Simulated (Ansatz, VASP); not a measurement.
## Ni in two plane-wave programs

One calculation is typed for both programs; each brings its own data sets. How far apart do they land? The structure shown is the end of the Ansatz relaxation below.

Program: Ansatz 0.2.0. Level of theory: plane waves, with VASP 6.6.1 beside it; single point at PBEsol. Results are calculated unless marked as measured.

**1. The structure**

Symmetry: I4/mmm, No. 139, tetragonal system. The conventional cell has a = 2.478 Å, b = 2.478 Å, c = 3.359 Å, α = 90.00°, β = 90.00°, γ = 90.00°. Nearest to Ni lie 12 Ni at 2.43 to 2.48 Å.

Coordinates:

```cif
data_structure
_symmetry_space_group_name_H-M 'P 1'
_symmetry_Int_Tables_number 1
_cell_length_a 2.4778
_cell_length_b 2.4778
_cell_length_c 3.3588
_cell_angle_alpha 90.000
_cell_angle_beta 90.000
_cell_angle_gamma 90.000
_cell_volume 20.62
loop_
_atom_site_label
_atom_site_type_symbol
_atom_site_fract_x
_atom_site_fract_y
_atom_site_fract_z
_atom_site_occupancy
Ni1 Ni 0.00000 0.00000 0.00000 1
Ni2 Ni 0.50000 0.50000 0.50000 1
```

**2. Ansatz: relaxation, PBEsol**

Ansatz runs on its PAW soft_1 files.

This run makes the geometry at which the two programs are then compared.

Input file input.yaml:

```yaml
crystal:
  lattice:
    - [2.4668647575, 0.0, 0.0]
    - [0.0, 2.4668647575, 0.0]
    - [0.0, 0.0, 3.35882191]
  atoms:
    - { symbol: Ni, position: [0.0, 0.0, 0.0], spin: 0.7 }
    - { symbol: Ni, position: [0.5, 0.5, 0.5], spin: 0.7 }
magnetization:
  spin_polarized: true
kpoints:
  mp_grid: { grid: [18, 18, 13] }
scf:
  occupations: { method: fermi_dirac, width: 0.05 }
hamiltonian:
  xc: pbesol
  pseudopotentials: { kind: paw, azcp: { folder: soft_1 }, xc_functional: pbe }
basis:
  ecutwfc: 600
output:
  forces: true
  stress: true
  write_density: true
  write_potential: true
  elf: true
  volumetric_format: npy
relax:
  f_tol: 0.005
  max_steps: 70
  cell: { stress_tol: 0.02, p_target: 0, fix: [c, alpha, beta, gamma] }
```

Launch:

```console
$ ansatz run input.yaml --threads 4 --pin off --max-ram 10240MiB --backend cpu --events-out ev --progress --plain --runs-dir out
```

Numbers of over 12 decimals in the logs are rounded to 6 here.

The program printed:

```text
Engine: ansatz 0.2.0, aarch64-unknown-linux-gnu
Pseudopotentials: kind: paw
Pseudopotential: Ni, paw, valence charge 18, recommended cutoff 420 eV (normal), soft_1/Ni.paw.azcp
Functional definition: PBEsol
  exchange = pbesol_x
  correlation = pbesol_c
Crystal: 2 atoms, lattice volume = 20.440 Å³
Basis set: ecut = 600 eV, 657 PW (Γ), exchange–correlation on 40×40×54 points (8 copies of the dense FFT grid, shifted against one another)
Bands: 23, of which v1, the nominal top of the filled ones, is band 18 counted from 1 (17 counted from 0)
Symmetry: 32 space group operations
Space group: I4/mmm (ITA 139), of the structure as read, at distance tolerance 2.7e-5 Å
Magnetic group: BNS 139.531 (UNI 1191), of the structure as read, at distance tolerance 2.7e-5 Å
k-points: 385 of 4212
Non-local potential: Ni, projectors of the file, l = 0: 3, l = 1: 2, l = 2: 3, l = 3: 1
PAW form: soft (Blöchl's): semilocal exchange-correlation on the pseudo side does not see the compensation charge
PAW frozen core: Ni, regenerated for the run's functional, and the local potential with it (the file was generated under x = pbe(κ = 0.804, μ = 0.219515), c = pbe(β = 0.066725))
PAW one-centre angular grid: Ni, 590 points (default); XC on 64 Gauss nodes
Initial density: superposition of atomic densities (chi_scale 0.1, normalization cell)
Starting moments: Σ|m| = 1.4 μB on 2 of 2 sites
Initial wavefunctions: pseudopotential atomic-orbital guess
Functional: x = pbesol(κ = 0.804, μ = 0.123457), c = pbesol(β = 0.046)
SCF iter   1: F=—  HF=-11608.763990 eV  |F-HF|=—  |Δ(HF+E_count)|=         —  Δρ=9.00e-2 (↑4.02e-2 ↓9.00e-2)  dr2=1.92e0  dr2_m=1.17e-1  M=1.448 μB ∫|m|=1.518 μB  β_m=0.30  ethr=3.10e-3  ⟨swp⟩=3.8  Hψ=70236  notcnv=0
Mixer restart at iter 1: flushing history
preconditioner: auto → none  [metal: Δε(μ)=0.001 eV  Ē_g=9.856 eV  σ=0.050 eV  W_gap=0.00  n_scr=6 (ndim 8)  ℏωp=36.7 eV  f_vac=0.000  D(μ)=3.19/eV (n_scr^D=48)  sad-step TF]
SCF iter   2: F=—  HF=-11608.361403 eV  |F-HF|=—  |Δ(HF+E_count)|=   4.03e-1  Δρ=2.56e-2 (↑1.34e-2 ↓2.56e-2)  dr2=5.15e-2  dr2_m=5.84e-2  M=1.418 μB ∫|m|=1.510 μB  β_m=0.33  ethr=3.10e-3  ⟨swp⟩=3.1  Hψ=34445  notcnv=0  defer=115
SCF iter   3: F=—  HF=-11609.038060 eV  |F-HF|=—  |Δ(HF+E_count)|=         —  Δρ=1.74e-2 (↑1.74e-2 ↓7.89e-3)  dr2=1.26e-2  dr2_m=2.34e-2  M=1.395 μB ∫|m|=1.510 μB  β_m=0.33  ethr=1.43e-4  ⟨swp⟩=2.3  Hψ=30405  notcnv=0  defer=115
Mixer restart at iter 3: flushing history
SCF iter   4: F=—  HF=-11609.437800 eV  |F-HF|=—  |Δ(HF+E_count)|=   4.00e-1  Δρ=9.69e-3 (↑9.69e-3 ↓4.39e-3)  dr2=1.19e-2  dr2_m=4.01e-3  M=1.346 μB ∫|m|=1.472 μB  β_m=0.53  ethr=3.51e-5  ⟨swp⟩=2.6  Hψ=35938  notcnv=0  defer=115
SCF iter   5: F=—  HF=-11609.868731 eV  |F-HF|=—  |Δ(HF+E_count)|=   4.31e-1  Δρ=8.88e-3 (↑2.78e-3 ↓8.88e-3)  dr2=1.37e-2  dr2_m=3.29e-3  M=1.265 μB ∫|m|=1.410 μB  β_m=0.27  ethr=3.29e-5  ⟨swp⟩=2.8  Hψ=37679  notcnv=0  defer=115
SCF iter   6: F=—  HF=-11609.910227 eV  |F-HF|=—  |Δ(HF+E_count)|=   4.15e-2  Δρ=4.96e-3 (↑4.91e-3 ↓4.96e-3)  dr2=8.69e-3  dr2_m=2.24e-4  M=1.267 μB ∫|m|=1.411 μB  β_m=0.44  ethr=3.29e-5  ⟨swp⟩=2.4  Hψ=34569  notcnv=0  defer=130
SCF iter   7: F=—  HF=-11609.957829 eV  |F-HF|=—  |Δ(HF+E_count)|=   4.76e-2  Δρ=1.56e-3 (↑5.78e-4 ↓1.56e-3)  dr2=2.63e-4  dr2_m=1.71e-4  M=1.233 μB ∫|m|=1.383 μB  β_m=0.58  ethr=2.41e-5  ⟨swp⟩=1.0  Hψ=18703  notcnv=0  defer=130
SCF iter   8: F=—  HF=-11609.966211 eV  |F-HF|=—  |Δ(HF+E_count)|=   8.38e-3  Δρ=1.44e-3 (↑5.06e-4 ↓1.44e-3)  dr2=4.29e-4  dr2_m=5.41e-5  M=1.223 μB ∫|m|=1.374 μB  β_m=0.67  ethr=7.30e-7  ⟨swp⟩=2.0  Hψ=32841  notcnv=0  defer=130
SCF iter   9: F=—  HF=-11609.967540 eV  |F-HF|=—  |Δ(HF+E_count)|=   1.33e-3  Δρ=3.39e-4 (↑1.24e-4 ↓3.39e-4)  dr2=2.54e-5  dr2_m=2.48e-6  M=1.219 μB ∫|m|=1.371 μB  β_m=0.72  ethr=7.30e-7  ⟨swp⟩=2.3  Hψ=30123  notcnv=0  defer=143
SCF iter  10: F=—  HF=-11609.967587 eV  |F-HF|=—  |Δ(HF+E_count)|=   4.74e-5  Δρ=6.19e-5 (↑1.41e-5 ↓6.19e-5)  dr2=6.94e-7  dr2_m=1.13e-7  M=1.218 μB ∫|m|=1.370 μB  β_m=0.82  ethr=7.05e-8  ⟨swp⟩=2.0  Hψ=25744  notcnv=0  defer=143
SCF iter  11: F=—  HF=-11609.967588 eV  |F-HF|=—  |Δ(HF+E_count)|=   8.50e-7  Δρ=8.01e-6 (↑2.12e-6 ↓8.01e-6)  dr2=4.23e-9  dr2_m=4.74e-9  M=1.218 μB ∫|m|=1.370 μB  β_m=0.91  ethr=1.93e-9  ⟨swp⟩=2.1  Hψ=30672  notcnv=0  defer=143
SCF iter  12: F=-11609.967588 eV  HF=-11609.967588 eV  |F-HF|=3.98e-9  |Δ(HF+E_count)|=  5.82e-10  Δρ=3.48e-6 (↑2.68e-6 ↓3.48e-6)  dr2=4.64e-9  dr2_m=4.76e-11  M=1.218 μB ∫|m|=1.370 μB  ethr=1.17e-11  ⟨swp⟩=5.3  Hψ=98740  notcnv=0
SCF 1 converged in 12 iterations: F = -11609.967588 eV  dr2 = 4.64e-9
  greatest PAW one-centre occupation: 1.001 electrons in one spin orbital (limit 2), on the Ni atom at site 1 (counted from 0), in its partial waves of l = 1
[...]
SCF iter   6: F=—  HF=-11609.968798 eV  |F-HF|=—  |Δ(HF+E_count)|=   2.20e-5  Δρ=3.73e-5 (↑1.15e-5 ↓3.73e-5)  dr2=1.06e-7  dr2_m=1.07e-7  M=1.221 μB ∫|m|=1.375 μB  β_m=0.86  ethr=2.89e-9  ⟨swp⟩=2.1  Hψ=32160  notcnv=0
SCF iter   7: F=-11609.968799 eV  HF=-11609.968799 eV  |F-HF|=5.41e-8  |Δ(HF+E_count)|=   4.81e-7  Δρ=1.82e-5 (↑7.10e-6 ↓1.82e-5)  dr2=7.18e-8  dr2_m=6.31e-9  M=1.221 μB ∫|m|=1.375 μB  ethr=2.95e-10  ⟨swp⟩=5.9  Hψ=110768  notcnv=0
SCF 3 converged in 7 iterations: F = -11609.968799 eV  dr2 = 7.18e-8
relax step   3: F+E_penalty+E_count = -11609.96879887 eV  Δ(F+E_penalty+E_count) = -3.645e-4 eV  max|allowed force component| = 5.916e-31 eV/Å  Δτ_max = 0.0000 Å  P = +1.776 GPa  Ω = 20.619 Å³  energy of the carried Pulay correction = -5.930e-5 eV  fix = [c, alpha, beta, gamma]  reactions: c +5.277 GPa  (7 SCF iters, dr2 threshold 2.00e-7 eV, accepted)
[...]
relax step   4: F+E_penalty+E_count = -11609.96879841 eV  Δ(F+E_penalty+E_count) = +4.544e-7 eV  max|allowed force component| = 2.367e-30 eV/Å  Δτ_max = 0.0000 Å  P = +1.754 GPa  Ω = 20.621 Å³  energy of the carried Pulay correction = -5.999e-5 eV  fix = [c, alpha, beta, gamma]  reactions: c +5.258 GPa  (8 SCF iters, dr2 threshold 1.67e-9 eV, accepted)
[...]
relax step   5: F+E_penalty+E_count = -11609.96885775 eV  Δ(F+E_penalty+E_count) = -5.933e-5 eV  max|allowed force component| = 7.667e-30 eV/Å  Δτ_max = 0.0000 Å  P = +1.753 GPa  Ω = 20.621 Å³  fix = [c, alpha, beta, gamma]  reactions: c +5.256 GPa  stress off target by 7.39e-4 GPa on what of the cell is left free  SCF on the basis re-selected at this cell (its energy is not comparable with the rows above)  (8 SCF iters)
basis re-selected at this cell: Δ(F+E_penalty+E_count) = -5.933e-5 eV, ΔP = -0.002 GPa vs the last step (what re-selecting the basis moved, of the pressure what is left beyond the Pulay correction that the steps carried, after the strain that the cell walked since its last selection, with what the two solves' SCF thresholds leave and, on support functions, any second-order correction that the steps lacked; it is no m [...]
SCF converged after 8 iterations
Magnetization: 1.2213 μB (18.6107 up, 17.3893 down)
Absolute magnetization: 1.3772 μB (∫|ρ↑−ρ↓|, with the PAW one-centre terms)
Spin contamination: 0.0106 ħ² per cell (⟨S²⟩ above its minimum at these occupations)
Per-site moments (μB) at R_I (Å): [(0.644706, 1.001122), (0.644706, 1.001122)]
Free energy (F): -11609.968858 eV
Harris-Foulkes:  -11609.968858 eV  (|F-HF|=0.00e0)
Internal energy: -11609.941639 eV  (E = F + TS)
E sigma→0 (E₀):  -11609.955249 eV
Entropy (-TS):   -0.027218 eV (-13.609 meV/atom)
Fermi energy:    19.003999 eV
--- Per-component energies (eV) ---
  E_band       = -540.120075
  E_kinetic    = 680.905239
  E_local      = -5297.698192  (includes V_loc(G=0)·N_el)
  E_nonlocal   = -228.972152
  E_hartree    = 2895.573220
  E_xc         = -225.174869
  E_vxc        = -291.863746  (∫ρ·V_xc dr)
  E_paw        = -3243.908280  (= ΣΔE_a)
  E_vpaw       = -1193.638233  (= ΣTr[D̂ρ^β])
  E_aug_tail   = 0.000524  (compensation charges beyond the density's cutoff)
  E_ewald      = -6191.061708
  E_core_change = 0.394578  (= ΣΔE_core)
  E_smearing   = -0.027218  (= −TS)
  E_closure    = 0.000000  (closes the sum)
  Σ components = -11609.968858   (vs F -11609.968858, Δ=0.00e0)
--- Forces (eV/Å), atoms counted from 1 ---
  atom   1  Ni     0.00000000    -0.00000000     0.00000000
  atom   2  Ni     0.00000000     0.00000000     0.00000000
  max |Σ_I F_I| component: 2.16e-29 eV/Å
--- Stress (GPa, compression-positive) ---
        0.000739       0.000000       0.000000
       -0.000000       0.000739       0.000000
        0.000000       0.000000       5.256140
  P = ⅓ Tr σ = 1.7525 GPa (17.525 kbar)
--- Band table (eV; the first three rows and the last of 770) ---
  k-point 0 ↑: bands = [... 14 lower, 17.5404, 17.8421, 18.4645, 18.5994, 18.5994, 22.0459, 29.4051, 33.4466, ... 1 higher]
  k-point 1 ↑: bands = [... 14 lower, 17.5534, 17.8148, 18.4506, 18.5521, 18.5521, 21.5942, 29.9912, 33.5815, ... 1 higher]
  k-point 2 ↑: bands = [... 14 lower, 17.5917, 17.7352, 18.4098, 18.4168, 18.4168, 20.5539, 31.4396, 33.9787, ... 1 higher]
  k-point 384 ↓: bands = [... 14 lower, 18.2502, 18.2502, 19.3020, 19.3020, 26.5199, 26.5199, 27.7508, 27.7508, ... 1 higher]
--- Relaxed structure (4 steps of the walk, 4 accepted, 1 SCFs on fresh bases) ---
  F+E_penalty+E_count = -11609.96885775 eV   max|allowed force component| = 7.667e-30 eV/Å   (the final SCF, on the basis selected at the relaxed cell)
  cell:  # Å, volume = 20.6213 Å³
    - [2.477792, 0, 0.0]
    - [0, 2.477792, 0.0]
    - [0.0, 0.0, 3.35882191]
  atoms:
    - { symbol: Ni, position: [0.0, 0.0, 0.0] }
    - { symbol: Ni, position: [0.5, 0.5, 0.500000] }
```

**3. VASP: single point, PBEsol**

The same cell, functional, mesh and smearing now go to VASP, with its own data sets.

Lines of VASP's logs that name or quote its potential files are left out, and so is its time.

Input file INCAR:

```
SYSTEM = Ni
PREC = Accurate
ENCUT = 600
EDIFF = 1E-06
NELM = 200
ISMEAR = -1
SIGMA = 0.05
LREAL = .FALSE.
ALGO = Normal
GGA = PS
NBANDS = 18
ISPIN = 2
MAGMOM = 0.64 0.64
LASPH = .TRUE.
LMAXMIX = 4
LORBIT = 11
LWAVE = .FALSE.
LCHARG = .FALSE.
ISIF = 2
GGA_COMPAT = .FALSE.
KPAR = 2
```

Input file POSCAR:

```
Ni
1.0
    2.4777918263      0.0000000000      0.0000000000
    0.0000000000      2.4777918263      0.0000000000
    0.0000000000      0.0000000000      3.3588219100
Ni
2
Direct
    0.0000000000      0.0000000000      0.0000000000
    0.5000000000      0.5000000000      0.5000000000
```

Input file KPOINTS:

```
Automatic mesh
0
Gamma
18 18 13
0 0 0
```

The projector-augmented-wave data sets are Ni (PBE family, release 64).

Launch:

```console
$ mpirun -np 2 vasp_std
```

The program printed:

```text
[banner, memory and clock lines left out]
running    2 mpi-ranks, on    1 nodes
 distrk:  each k-point on    1 cores,    2 groups
 distr:  one band on    1 cores,    1 groups

 POSCAR found type information on POSCAR Ni
 POSCAR found :  1 types and       2 ions
|                                                                             |
|               ----> ADVICE to this user running VASP <----                  |
|                                                                             |
|     You enforced a specific xc type in the INCAR file but a different       |
|     [... a line on the potential file left out ...]
|     I HOPE YOU KNOW WHAT YOU ARE DOING!                                     |
|                                                                             |

 LDA part: xc-table for (Slater+PW92), standard interpolation
 POSCAR, INCAR and KPOINTS ok, starting setup
 FFT: planning ... GRIDC
 FFT: planning ... GRID_SOFT
 FFT: planning ... GRID
 WAVECAR not read
 entering main loop
       N       E                     dE             d eps       ncg     rms          rms(c)
DAV:   1     0.955413649026E+02    0.95541E+02   -0.97551E+03 29792   0.171E+03
DAV:   2    -0.103676064934E+02   -0.10591E+03   -0.99085E+02 27852   0.265E+02
DAV:   3    -0.146340957808E+02   -0.42665E+01   -0.41423E+01 29922   0.669E+01
DAV:   4    -0.146900528931E+02   -0.55957E-01   -0.55919E-01 31908   0.673E+00
DAV:   5    -0.146916699440E+02   -0.16171E-02   -0.16170E-02 30592   0.111E+00    0.157E+01
DAV:   6    -0.129382365668E+02    0.17534E+01   -0.10877E+01 30116   0.712E+01    0.813E+00
DAV:   7    -0.123189370405E+02    0.61930E+00   -0.20031E+00 30524   0.281E+01    0.289E+00
DAV:   8    -0.122816756025E+02    0.37261E-01   -0.15945E-02 41774   0.198E+00    0.135E+00
DAV:   9    -0.122761911202E+02    0.54845E-02   -0.92454E-04 41216   0.399E-01    0.411E-01
DAV:  10    -0.122750125553E+02    0.11786E-02   -0.11624E-04 39994   0.154E-01    0.134E-01
DAV:  11    -0.122748038644E+02    0.20869E-03   -0.56029E-05 37324   0.104E-01    0.274E-02
DAV:  12    -0.122748046822E+02   -0.81779E-06   -0.44872E-06 32434   0.265E-02
   1 F= -.12274805E+02 E0= -.12261016E+02  d E =-.275768E-01  mag=     1.2034
```

OUTCAR, selected parts (step 3):

```text
ion  position               nearest neighbor table
   1  0.000  0.000  0.000-   2 2.43   2 2.43   2 2.43   2 2.43   2 2.43   2 2.43   2 2.43   2 2.43

  LATTYP: Found a simple tetragonal cell.
 ALAT       =     2.4777918263
 C/A-ratio  =     1.3555706635

 Subroutine GETGRP returns: Found 16 space group operations
 (whereof 16 operations were pure point group operations)

The static configuration has the point symmetry D_4h.

 Found    385 irreducible k-points:

   k-points           NKPTS =    385   k-points in BZ     NKDIM =    385   number of bands    NBANDS=     18

   dimension x,y,z NGX =    20 NGY =   20 NGZ =   28
   dimension x,y,z NGXF=    40 NGYF=   40 NGZF=   56

   ENCUT  =  600.0 eV  44.10 Ry    6.64 a.u.   4.95  4.95  6.71*2*pi/ulx,y,z

   NELECT =      20.0000    total number of electrons

 k-points in reciprocal lattice and weights: Automatic mesh
   0.00000000  0.00000000  0.00000000       0.000
   0.05555556  0.00000000  0.00000000       0.001
   0.11111111  0.00000000  0.00000000       0.001
   0.16666667  0.00000000  0.00000000       0.001
   0.22222222  0.00000000  0.00000000       0.001
   0.27777778  0.00000000  0.00000000       0.001
   0.33333333  0.00000000  0.00000000       0.001
   0.38888889  0.00000000  0.00000000       0.001
   0.44444444  0.00000000  0.00000000       0.001
[...]
0.50000000  0.44444444  0.46153846       0.002
   0.50000000  0.50000000  0.46153846       0.000

 average (electrostatic) potential at core
       1 -81.1960       2 -81.1960

 E-fermi :   9.9618

 spin component 1
 k-point     1 :       0.0000    0.0000    0.0000
  band No.  band energies     occupation
    ...
      7       8.5213      1.00000
      8       8.8194      1.00000
      9       9.4348      0.99997
     10       9.5697      0.99961
     11       9.5697      0.99961
     12      13.1091      0.00000
     13      20.4429      0.00000
     14      24.5240      0.00000
     15      24.5240      0.00000
     16      29.7490      0.00000
    ...

 k-point     2 :       0.0556    0.0000    0.0000
  band No.  band energies     occupation
    ...
      7       8.5045      1.00000
      8       8.8172      1.00000
      9       9.3963      0.99999
     10       9.4088      0.99998
     11       9.5544      0.99971
     12      13.3518      0.00000
     13      20.4556      0.00000
     14      23.7340      0.00000
     15      24.6519      0.00000
     16      30.2120      0.00000
    ...

 k-point     3 :       0.1111    0.0000    0.0000
  band No.  band energies     occupation
    ...
      7       8.4569      1.00000
      8       8.8154      1.00000
      9       9.0246      1.00000
     10       9.2869      1.00000
     11       9.5089      0.99988
     12      13.9813      0.00000
     13      20.4630      0.00000
     14      22.1012      0.00000
     15      25.0294      0.00000
     16      30.8481      0.00000
    ...

 k-point     4 :       0.1667    0.0000    0.0000
  band No.  band energies     occupation
    ...
      7       8.3861      1.00000
      8       8.5655      1.00000
      9       8.8305      1.00000
     10       9.1231      1.00000
     11       9.4340      0.99997
     12      14.8489      0.00000
     13      19.8276      0.00000
     14      20.9460      0.00000
     15      25.6391      0.00000
     16      31.2278      0.00000
    ...

 k-point     5 :       0.2222    0.0000    0.0000
  band No.  band energies     occupation
    ...
      7       8.1159      1.00000
      8       8.3031      1.00000
      9       8.8948      1.00000
     10       8.9269      1.00000
     11       9.3311      1.00000
     12      15.8696      0.00000
     13      18.0557      0.00000
     14      21.0072      0.00000
     15      26.4574      0.00000
     16      30.4654      0.00000
    ...

 k-point     6 :       0.2778    0.0000    0.0000
  band No.  band energies     occupation
    ...
      7       7.7862      1.00000
      8       8.2212      1.00000
      9       8.7215      1.00000
     10       9.0456      1.00000
     11       9.2025      1.00000
     12      16.2574      0.00000
     13      17.0032      0.00000
     14      21.2861      0.00000
     15      27.4590      0.00000
     16      28.7949      0.00000
    ...

  Total       -0.0024541     -0.0024541      0.6474928      0.0000000     -0.0000000      0.0000000
  in kB       -0.1906756     -0.1906756     50.3070563      0.0000000     -0.0000000      0.0000000
  external PRESSURE =      16.6419017 kB  Pullay stress =       0.0000000 kB

  energy-cutoff  :      600.00
  volume of cell :       20.62
      direct lattice vectors                 reciprocal lattice vectors
     2.477791826  0.000000000  0.000000000     0.403585156  0.000000000  0.000000000
     0.000000000  2.477791826  0.000000000     0.000000000  0.403585156  0.000000000
     0.000000000  0.000000000  3.358821910     0.000000000  0.000000000  0.297723436

 POSITION                                       TOTAL-FORCE (eV/Angst)
 -----------------------------------------------------------------------------------
      0.00000      0.00000      0.00000        -0.000000     -0.000000      0.000000
      1.23890      1.23890      1.67941         0.000000      0.000000     -0.000000
 -----------------------------------------------------------------------------------
    total drift:                               -0.000000      0.000000      0.000000

  FREE ENERGIE OF THE ION-ELECTRON SYSTEM (eV)
  ---------------------------------------------------
  free  energy   TOTEN  =       -12.2748046822 eV

  energy  without entropy=      -12.2472278708  energy(sigma->0) =      -12.26101628

 total charge
# of ion       s       p       d       tot
------------------------------------------
    1        0.524   0.552   8.339   9.415
    2        0.524   0.552   8.339   9.415
--------------------------------------------------
tot          1.047   1.105  16.678  18.830

 magnetization (x)
# of ion       s       p       d       tot
------------------------------------------
    1       -0.006  -0.023   0.636   0.607
    2       -0.006  -0.023   0.636   0.607
--------------------------------------------------
tot         -0.013  -0.047   1.273   1.213

[... 6 further parts left out ...]
```

The run ends at a pressure of 1.66 GPa.

**4. Differences**

Known differences besides the potentials themselves: VASP starts from the moments at which Ansatz ended; the data sets hold 36 valence electrons in Ansatz (on its PAW soft_1 files) and 20 in VASP; Ansatz makes its cores anew for this functional, VASP keeps those of its PBE data sets; Ansatz's pressure holds a Pulay correction, VASP's none; site moments are counted in spheres of each program's own size. Total energies have different zeros and are not compared.

Compared:

```
          quantity  Ansatz  VASP  difference
    pressure (GPa)    1.75  1.66       +0.09
 total moment (μB)    1.22  1.20       +0.02
moment on Ni1 (μB)    0.65  0.61       +0.04
moment on Ni2 (μB)    0.65  0.61       +0.04
```

**5. Summary of results**

| Quantity | Value |
| --- | --- |
| difference in total moment (single point, PBEsol) | 0.018 μB |

**Reading.** The difference in total moment is 0.018 μB (single point, PBEsol). The data sets hold unlike numbers of valence electrons (36 in Ansatz and 20 in VASP), so part of the differences comes from the potentials. How closely two codes agree says nothing of how well the functional describes the real material.

[Lines on the potential files, build, host, timing and source positions are cut from VASP's logs without a mark.]

[Logs are printed without paths, hosts, clocks, repeated set-up lines and the standing remarks that a program may print on its own settings, such as how far it seeks lower states.]

[Hosts, paths, dates, database ids (printed as entryN), source tags and the programs' standing remarks are cut or masked in the printed files.]
